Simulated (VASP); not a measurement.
Level of theory: revTPSS meta-GGA, VASP's PBE PAW potentials (set 64) (plane waves; VASP).

VASP ran on this input.

### POSCAR
```
Ca
2.763730
  0.0000000000   0.9999998534   0.9999998534
  0.9999998534   0.0000000000   0.9999998534
  0.9999998534   0.9999998534   0.0000000000
Ca
1
Cartesian
  0.0000000000   0.0000000000   0.0000000000
```

### INCAR
```
ALGO  =  Normal   ! blocked Davidson
NELM  =  100
LMIXTAU  =  .TRUE.
ENCUT  =  520   ! plane-wave cut-off (eV)
METAGGA  =  RTPSS
ISIF  =  2   ! forces and stress, cell fixed
SYSTEM  =  Ca
LWAVE  =  .FALSE.
LREAL  =  .FALSE.   ! projection in real space or not
PREC  =  Accurate
ISMEAR  =  -5
EDIFF  =  1E-7   ! SCF stop (eV)
LASPH  =  .TRUE.
NEDOS  =  601   ! DOS grid
LCHARG  =  .FALSE.
LORBIT  =  11   ! lm-projected
```

**KPOINTS**
```
Regular mesh
0
Gamma
 13 13 13
```

### KPOINTS_OPT
```
k-points along high-symmetry lines
10
Line-mode
Reciprocal
  0.000000   0.000000   0.000000 ! GAMMA
  0.500000   0.000000   0.500000 ! X

  0.500000   0.000000   0.500000 ! X
  0.625000   0.250000   0.625000 ! U

  0.375000   0.375000   0.750000 ! K
  0.000000   0.000000   0.000000 ! GAMMA

  0.000000   0.000000   0.000000 ! GAMMA
  0.500000   0.500000   0.500000 ! L

  0.500000   0.500000   0.500000 ! L
  0.500000   0.250000   0.750000 ! W

  0.500000   0.250000   0.750000 ! W
  0.500000   0.000000   0.500000 ! X
```

POTCAR, in this order: Ca_sv (PBE.64 set). Program: vasp_std.

The run wrote:

**OSZICAR**
```
       N       E                     dE             d eps       ncg     rms          rms(c)
DAV:   1     0.696705217765E+02    0.69671E+02   -0.72658E+03  2304   0.870E+03
DAV:   2    -0.143215102659E+02   -0.83992E+02   -0.83611E+02  1708   0.321E+02
DAV:   3    -0.195208737732E+02   -0.51994E+01   -0.51296E+01  3010   0.828E+01
DAV:   4    -0.200343777249E+02   -0.51350E+00   -0.50608E+00  2052   0.254E+01
DAV:   5    -0.202943928137E+02   -0.26002E+00   -0.25535E+00  2858   0.182E+01    0.875E+00
DAV:   6    -0.746762314410E+00    0.19548E+02   -0.18830E+01  2338   0.263E+01    0.516E+00
DAV:   7    -0.262464676482E+01   -0.18779E+01   -0.43931E+00  2631   0.250E+01    0.482E+00
DAV:   8    -0.246845821374E+01    0.15619E+00   -0.23050E-01  1735   0.677E+00    0.475E+00
DAV:   9    -0.239269421001E+01    0.75764E-01   -0.18586E-01  1588   0.693E+00    0.491E+00
DAV:  10    -0.225451127278E+01    0.13818E+00   -0.47247E-01  1524   0.968E+00    0.209E+00
DAV:  11    -0.236905529100E+01   -0.11454E+00   -0.55595E-01  1960   0.794E+00    0.144E+00
DAV:  12    -0.233963665756E+01    0.29419E-01   -0.38186E-02  2061   0.187E+00    0.110E+00
DAV:  13    -0.233004153533E+01    0.95951E-02   -0.32598E-02  2332   0.178E+00    0.241E-01
DAV:  14    -0.234197705612E+01   -0.11936E-01   -0.35582E-02  2111   0.134E+00    0.206E-01
DAV:  15    -0.234524581999E+01   -0.32688E-02   -0.21494E-03  1751   0.630E-01    0.695E-02
DAV:  16    -0.234644602057E+01   -0.12002E-02   -0.15028E-03  2452   0.584E-01    0.656E-02
DAV:  17    -0.234660094742E+01   -0.15493E-03   -0.33690E-04  1642   0.269E-01    0.962E-02
DAV:  18    -0.234676929588E+01   -0.16835E-03   -0.37457E-04  2089   0.191E-01    0.261E-02
DAV:  19    -0.234685637895E+01   -0.87083E-04   -0.54919E-05  1711   0.855E-02    0.319E-02
DAV:  20    -0.234687739346E+01   -0.21015E-04   -0.50080E-06  2163   0.217E-02    0.318E-02
DAV:  21    -0.234686270447E+01    0.14689E-04   -0.88220E-06  2412   0.352E-02    0.136E-02
DAV:  22    -0.234687298328E+01   -0.10279E-04   -0.53217E-06  2028   0.311E-02    0.840E-03
DAV:  23    -0.234686805204E+01    0.49312E-05   -0.30574E-06  2220   0.196E-02    0.337E-03
DAV:  24    -0.234686881601E+01   -0.76397E-06   -0.62864E-07  2009   0.726E-03    0.224E-03
DAV:  25    -0.234686929189E+01   -0.47588E-06   -0.52411E-08   998   0.364E-03    0.126E-03
DAV:  26    -0.234686920085E+01    0.91043E-07   -0.85586E-08  1320   0.369E-03
   1 F= -.23468692E+01 E0= -.23468692E+01  d E =0.000000E+00
       N       E                     dE             ncg
```

OUTCAR:
```
------------------------ aborting loop because EDIFF is reached ----------------------------------------
  FORCE on cell =-STRESS in cart. coord.  units (eV):
  Direction    XX          YY          ZZ          XY          YZ          ZX
  --------------------------------------------------------------------------------------
  Total       -0.0226492     -0.0226492     -0.0226492     -0.0000000     -0.0000000      0.0000000
  in kB       -0.8595029     -0.8595029     -0.8595029     -0.0000000     -0.0000000      0.0000000
  external PRESSURE =      -0.8595029 kB  Pullay stress =       0.0000000 kB
  volume of cell :       42.22
      direct lattice vectors                 reciprocal lattice vectors
     0.000000000  2.763729595  2.763729595    -0.180914949  0.180914949  0.180914949
     2.763729595  0.000000000  2.763729595     0.180914949 -0.180914949  0.180914949
     2.763729595  2.763729595  0.000000000     0.180914949  0.180914949 -0.180914949
 POSITION                                       TOTAL-FORCE (eV/Angst)
 -----------------------------------------------------------------------------------
      0.00000      0.00000      0.00000         0.000000      0.000000      0.000000
 -----------------------------------------------------------------------------------
    total drift:                               -0.000000     -0.000000     -0.000000
  FREE ENERGIE OF THE ION-ELECTRON SYSTEM (eV)
  ---------------------------------------------------
  free  energy   TOTEN  =        -2.3468692008 eV

  energy  without entropy=       -2.3468692008  energy(sigma->0) =       -2.34686920

 total charge

# of ion       s       p       d       tot
------------------------------------------
    1        2.070   5.825   0.147   8.042
```
(Selected blocks of OUTCAR.)

For a metal the tetrahedron method with Blöchl corrections gives inexact stress and forces.

The compound is Ca in the fcc structure. It was relaxed first.
